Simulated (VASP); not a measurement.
# AgB2 (P6/mmm) in VASP: notebook

The runs below take AgB2 through single point, with r2SCAN.

Everything below comes from runs of VASP 6.6.1. Logs are shortened: lines on timing, memory, paths and dates and some standing lists are left out, and cuts for length are marked.

## (1) Starting point

It takes space group P6/mmm (No. 191, hexagonal). The conventional cell has a = 3.000 Å, b = 3.000 Å, c = 3.240 Å, α = 90.00°, β = 90.00°, γ = 120.00°. Ag (site symmetry 6/mmm) has 12 B at 2.37 Å as nearest neighbours. Around B (site symmetry -6m2) lie 3 B at 1.73 Å.

## (2) Single point, r2SCAN

File INCAR:

```
SYSTEM = AgB2
PREC = Accurate
ENCUT = 460
EDIFF = 1E-6
ISMEAR = 0
SIGMA = 0.2
LREAL = .False.
LASPH = .True.
NELM = 100
ALGO = Normal
ISIF = 2
LWAVE = .False.
LCHARG = .False.
METAGGA = R2SCAN
LMIXTAU = .True.
ADDGRID = .False.
```

File KPOINTS:

```
regular mesh
0
Gamma
  4 4 3
  0 0 0
```

File POSCAR:

```
AgB2
1.0
    3.0000000000      0.0000000000      0.0000000000
   -1.5000000000      2.5980762114      0.0000000000
    0.0000000000      0.0000000000      3.2400000000
Ag B
1 2
Direct
    0.0172000000      0.0014340000     -0.0107780000
    0.6537670000      0.3220700000      0.4709270000
    0.3421410000      0.7037590000      0.5156140000
```

Potentials or basis: VASP PAW PBE potentials, release 64 (Ag, B).

Run with:

```sh
$ cat potpaw_PBE.64/Ag/POTCAR potpaw_PBE.64/B/POTCAR > POTCAR
$ mpirun -np 1 vasp_std > vasp.out
```

OUTCAR:

```text
SYSTEM = AgB2
   PREC = Accurate
   ENCUT = 460
   EDIFF = 1E-6
   ISMEAR = 0
   LREAL = .False.
   LASPH = .True.
   NELM = 100
   ISIF = 2
   METAGGA = R2SCAN

 Found     26 irreducible k-points:

 Following reciprocal coordinates:
            Coordinates               Weight
  0.000000  0.000000  0.000000      1.000000
  0.250000 -0.000000  0.000000      2.000000
  0.000000  0.250000  0.000000      2.000000
 -0.250000  0.250000  0.000000      2.000000
  0.500000 -0.000000  0.000000      1.000000
  0.000000  0.500000  0.000000      1.000000
   k-points           NKPTS =     26   k-points in BZ     NKDIM =     26   number of bands    NBANDS=     12
   number of dos      NEDOS =    301   number of ions     NIONS =      3
   total plane-waves  NPLWV =  13824
   dimension x,y,z NGX =    24 NGY =   24 NGZ =   24
   dimension x,y,z NGXF=    48 NGYF=   48 NGZF=   48
   ions per type =               1   2
   NGX,Y,Z   is equivalent  to a cutoff of  13.30, 13.30, 12.31 a.u.
   NGXF,Y,Z  is equivalent  to a cutoff of  26.60, 26.60, 24.63 a.u.
 SYSTEM =  AgB2
   PREC   = accura    normal or accurate (medium, high low for compatibility)
   ISTART =      0    job   : 0-new  1-cont  2-samecut
   ICHARG =      2    charge: 1-file 2-atom 10-const
   ISPIN  =      1    spin polarized calculation?
   LNONCOLLINEAR =      F non collinear calculations
   LSORBIT =      F    spin-orbit coupling
   LASPH  =      T    aspherical Exc in radial PAW
   ENCUT  =  460.0 eV  33.81 Ry    5.81 a.u.   5.25  5.25  5.67*2*pi/ulx,y,z
   NELM   =    100;   NELMIN=  2; NELMDL= -5     # of ELM steps
   EDIFF  = 0.1E-05   stopping-criterion for ELM
   LREAL  =      F    real-space projection
   EDIFFG = 0.1E-04   stopping-criterion for IOM
   NSW    =      0    number of steps for IOM
   IBRION =     -1    ionic relax: 0-MD 1-quasi-New 2-CG
   NFREE  =      0    steps in history (QN), initial steepest desc. (CG)
   ISIF   =      2    stress and relaxation
   ISYM   =      2    0-nonsym 1-usesym 2-fastsym
   POTIM  = 0.5000    time-step for ionic-motion
   TEBEG  =    0.0;   TEEND  =   0.0 temperature during run
   PSTRESS=    0.0 pullay stress
   NELECT =      17.0000    total number of electrons
   NUPDOWN=      -1.0000    fix difference up-down
   EMIN   =  10.00;   EMAX   =-10.00  energy-range for DOS
   EFERMI =   0.00;   METHOD = LEGACY
   ISMEAR =     0;   SIGMA  =   0.20  broadening in eV -4-tet -1-fermi 0-gaus
   EFERMI_NEDOS =   21; number of points for ismear=-14 and -15
   IALGO  =     38    algorithm
   IMIX   =      4    mixing-type and parameters
     AMIX     =   0.40;   BMIX     =  1.00
     AMIX_MAG =   1.60;   BMIX_MAG =  1.00
  volume/ion in A,a.u.               =       8.42        56.81
  Fermi-wavevector in a.u.,A,eV,Ry     =   1.434779  2.711340 28.008838  2.058591
  Thomas-Fermi vector in A             =   2.554150
   LORBIT       =      0    0 simple, 1 ext, 2 COOP (PROOUT), +10 PAW based schemes
   METAGGA = R2SCAN    functional components
   LHFCALC =     F    Hartree Fock is set to
   AEXX    =    0.0000 exact exchange contribution
   IVDW    =     0    specifies the selected vdW correction
   LEPSILON=     F    determine dielectric tensor
   LRPA    =     F    only Hartree local field effects (RPA)
 non-spin polarized calculation
 Gauss-broadening in eV      SIGMA  =   0.20
  energy-cutoff  :      460.00
  volume of cell :       25.25
 maximum number of plane-waves:       571
 NGX is ok and might be reduce to    24
   NGX = 11   NGY = 11   NGZ = 11

 number of electron      17.0000003 magnetization

 Free energy of the ion-electron system (eV)
  ---------------------------------------------------
  ext. energy  EPLUGINS =         0.00000000
  ---------------------------------------------------
  free energy    TOTEN  =       -32.90541116 eV

  energy without entropy =      -32.86325876  energy(sigma->0) =      -32.88433496

 E-fermi :  10.5134     XC(G=0): -14.2712

 val. band max:       10.5125389691   @ k =   0.2500  -0.0000   0.3333
 cond. band min:      10.5670818477   @ k =   0.0000   0.5000   0.3333
 fundamental gap:      0.0545428786
 Fermi energy:        10.5134481622

 k-point     1 :       0.0000    0.0000    0.0000
  band No.  band energies     occupation
      1      -4.5285      2.00000
      2       3.3281      2.00000
      3       3.7077      2.00000
      4       3.8997      2.00000
      5       5.3443      2.00000
      6       5.4782      2.00000
      7       7.3595      2.00000
      8      10.9430      0.00239
      9      12.6224      0.00000
     10      15.4308      0.00000
     11      16.4189      0.00000
     12      17.4416      0.00000

 k-point     2 :       0.2500   -0.0000    0.0000
  band No.  band energies     occupation
      1      -3.2897      2.00000
      2       2.8281      2.00000
      3       3.6178      2.00000
      4       3.7736      2.00000
      5       4.5509      2.00000
      6       5.2906      2.00000
      7       8.2086      2.00000
      8       9.2932      2.00000
      9      10.4789      1.19283
     10      16.0477      0.00000
     11      17.1664      0.00000
     12      19.1949      0.00000

 k-point     3 :       0.0000    0.2500    0.0000
  band No.  band energies     occupation
      1      -3.3249      2.00000
      2       2.7005      2.00000
      3       3.6386      2.00000
      4       3.9523      2.00000
      5       4.6636      2.00000
      6       5.2175      2.00000
      7       8.1844      2.00000
      8       9.4964      2.00000
      9      10.2209      1.96141
     10      16.0581      0.00000
     11      17.6207      0.00000
     12      19.1017      0.00000

 k-point     4 :      -0.2500    0.2500    0.0000
  band No.  band energies     occupation
      1      -3.2885      2.00000
      2       2.8333      2.00000
      3       3.6379      2.00000
      4       3.7652      2.00000
      5       4.5326      2.00000
      6       5.3012      2.00000
      7       8.2272      2.00000
      8       9.2215      2.00000
      9      10.4840      1.16477
     10      16.0533      0.00000
     11      17.2187      0.00000
     12      19.2093      0.00000

 k-point     5 :       0.5000   -0.0000    0.0000
  band No.  band energies     occupation
      1      -0.2817      2.00000
      2       0.1196      2.00000
      3       2.9027      2.00000
      4       3.3314      2.00000
      5       5.1165      2.00000
      6       5.9806      2.00000
      7       7.0392      2.00000
      8       7.2534      2.00000
      9      13.9686      0.00000
     10      15.1015      0.00000
     11      17.1003      0.00000
     12      17.6121      0.00000

 k-point     6 :       0.0000    0.5000    0.0000
  band No.  band energies     occupation
      1      -0.7259      2.00000
      2       0.3871      2.00000
      3       3.1285      2.00000
      4       3.4170      2.00000
      5       5.0343      2.00000
      6       5.9734      2.00000
      7       7.1910      2.00000
      8       7.4480      2.00000
      9      12.8615      0.00000
     10      15.5841      0.00000
     11      17.3963      0.00000
     12      17.6349      0.00000

 [... further k-points ...]
[... 5 lines left out ...]
  --------------------------------------------------------------------------------------
  -------------------------------------------------------------------------------------
  Total        5.9749053      8.0702292     13.2023275     -0.0375781      0.1188847     -0.0639045
  in kB      379.0735295    512.0098301    837.6120834     -2.3841148      7.5425529     -4.0543767
  external PRESSURE =     576.2318143 kB  Pullay stress =       0.0000000 kB

 VOLUME and BASIS-vectors are now :
 -----------------------------------------------------------------------------
  energy-cutoff  :      460.00
  volume of cell :       25.25
      direct lattice vectors                 reciprocal lattice vectors
     3.000000000  0.000000000  0.000000000     0.333333333  0.192450090  0.000000000
    -1.500000000  2.598076211  0.000000000     0.000000000  0.384900179  0.000000000
     0.000000000  0.000000000  3.240000000     0.000000000  0.000000000  0.308641975

 POSITION                                       TOTAL-FORCE (eV/Angst)
 -----------------------------------------------------------------------------------
      0.04945      0.00373      3.20508        -0.251414      0.037192      0.230185
      1.47820      0.83676      1.52580         0.174433      1.364461      0.913286
     -0.02922      1.82842      1.67059         0.076981     -1.401653     -1.143471
 -----------------------------------------------------------------------------------
    total drift:                                0.000036      0.000065     -0.000075

  FREE ENERGIE OF THE ION-ELECTRON SYSTEM (eV)
  ---------------------------------------------------
  free  energy   TOTEN  =       -32.9054111551 eV

  energy  without entropy=      -32.8632587612  energy(sigma->0) =      -32.88433496
```

OSZICAR:

```text
N       E                     dE             d eps       ncg     rms          rms(c)
DAV:   1     0.412965398964E+02    0.41297E+02   -0.77240E+03   656   0.122E+03
DAV:   2    -0.385186530762E+02   -0.79815E+02   -0.75279E+02   692   0.258E+02
DAV:   3    -0.404832788517E+02   -0.19646E+01   -0.19463E+01   752   0.414E+01
DAV:   4    -0.404938702402E+02   -0.10591E-01   -0.10585E-01   700   0.316E+00
DAV:   5    -0.404939599451E+02   -0.89705E-04   -0.89700E-04   760   0.283E-01    0.198E+01
DAV:   6    -0.331428552977E+02    0.73511E+01   -0.18801E+01   684   0.713E+01    0.195E+01
DAV:   7    -0.329702056331E+02    0.17265E+00   -0.20555E+00   656   0.225E+01    0.927E+00
DAV:   8    -0.328992395342E+02    0.70966E-01   -0.24440E-01   748   0.640E+00    0.171E+00
DAV:   9    -0.328895792997E+02    0.96602E-02   -0.36709E-02   668   0.307E+00    0.360E-01
DAV:  10    -0.329002007699E+02   -0.10621E-01   -0.32140E-02   656   0.218E+00    0.374E-01
DAV:  11    -0.329026534665E+02   -0.24527E-02   -0.18444E-03   704   0.502E-01    0.172E-01
DAV:  12    -0.329053300732E+02   -0.26766E-02   -0.30810E-03   664   0.702E-01    0.475E-02
DAV:  13    -0.329054016238E+02   -0.71551E-04   -0.92224E-05   736   0.116E-01    0.125E-02
DAV:  14    -0.329054083614E+02   -0.67376E-05   -0.18795E-05   720   0.611E-02    0.557E-03
DAV:  15    -0.329054108807E+02   -0.25193E-05   -0.33681E-06   680   0.202E-02    0.186E-03
DAV:  16    -0.329054111551E+02   -0.27438E-06   -0.45735E-07   344   0.105E-02
   1 F= -.32905411E+02 E0= -.32884335E+02  d E =-.421524E-01
```

stdout:

```text
POSCAR found type information on POSCAR AgB
 POSCAR found :  2 types and       3 ions
 scaLAPACK will be used
 -----------------------------------------------------------------------------
|                                                                             |
|                                                                             |
|     You enforced a specific xc type in the INCAR file but a different       |
|     I HOPE YOU KNOW WHAT YOU ARE DOING!                                     |
|                                                                             |
 -----------------------------------------------------------------------------

 LDA part: xc-table for (None), standard interpolation
 POSCAR, INCAR and KPOINTS ok, starting setup
 FFT: planning ... GRIDC
 FFT: planning ... GRID_SOFT
 FFT: planning ... GRID
 WAVECAR not read
 entering main loop
```

Run time: 14 s. Hardware: 1 thread of Intel Xeon 6975P-C (Granite Rapids), shared host; peak memory 0.14 GiB.

The run converged, but some of its settings lie outside the range that counts as converged, so its numbers aren't taken as properties of the crystal.

What came out:

* Free energy: -32.9054 eV
* Pressure: 57.6 GPa
* Largest force: 1.811 eV/Å
* Band gap on the k mesh: none (metal or under the smearing width)

Caveat: the k mesh is coarse (spacing up to 0.65 Å⁻¹), so the values aren't converged; the PAW data sets were made with another functional, which shifts forces and pressure a little.

## (3) Single point, r2SCAN

INCAR, as its differences from that of step 2:

```diff
@@ -5,3 +5,3 @@
 ISMEAR = 0
-SIGMA = 0.2
+SIGMA = 0.01
 LREAL = .False.
```

KPOINTS is that of step 2.

File POSCAR:

```
AgB2
1.0
    3.0000000000      0.0000000000      0.0000000000
   -1.5000000000      2.5980762114      0.0000000000
    0.0000000000      0.0000000000      3.2400000000
Ag B
1 2
Direct
    0.0000000000      0.0000000000      0.0000000000
    0.6666666667      0.3333333333      0.5000000000
    0.3333333333      0.6666666667      0.5000000000
```

Potentials or basis: VASP PAW PBE potentials, release 64 (Ag, B).

Run with:

```sh
$ cat potpaw_PBE.64/Ag/POTCAR potpaw_PBE.64/B/POTCAR > POTCAR
$ mpirun -np 1 vasp_std > vasp.out
```

It took 8.7 s on 1 thread of Intel Xeon 6975P-C (Granite Rapids), shared host; peak memory 0.13 GiB.

These settings aren't checked as converged: the numbers below hold their error.

Results:

| Quantity | Value |
| --- | --- |
| Free energy | -32.9883 eV |
| Pressure | 54.0 GPa |
| Band gap on the k mesh | none (metal or under the smearing width) |

Caveat: the k mesh is coarse (spacing up to 0.65 Å⁻¹), so the values aren't converged; a pressure of tens of GPa on the cell as given is suspect, and the run, the potentials or the cell itself is likely at fault; the PAW data sets were made with another functional, which shifts forces and pressure a little.

## (4) Single point, r2SCAN

INCAR is that of step 3.

KPOINTS is that of step 3.

File POSCAR:

```
AgB2
1.0
    3.0000000000      0.0000000000      0.0000000000
   -1.5000000000      2.5980762114      0.0000000000
    0.0000000000      0.0000000000      3.2400000000
Ag B
1 2
Direct
    0.0172000000      0.0014340000     -0.0107780000
    0.6537670000      0.3220700000      0.4709270000
    0.3421410000      0.7037590000      0.5156140000
```

Run with:

```sh
$ cat potpaw_PBE.64/Ag/POTCAR potpaw_PBE.64/B/POTCAR > POTCAR
$ mpirun -np 1 vasp_std > vasp.out
```

It took 15 s on 1 thread of Intel Xeon 6975P-C (Granite Rapids), shared host; peak memory 0.14 GiB.

These settings aren't checked as converged: the numbers below hold their error.

Results:

```yaml
Free_energy: -32.8765 eV
Pressure: 58.4 GPa
Largest_force: 1.802 eV/Å
Band_gap_on_the_k_mesh: none (metal or under the smearing width)
```

Caveat: the k mesh is coarse (spacing up to 0.65 Å⁻¹), so the values aren't converged; the PAW data sets were made with another functional, which shifts forces and pressure a little.

(Part 1 of 2 ends here.)
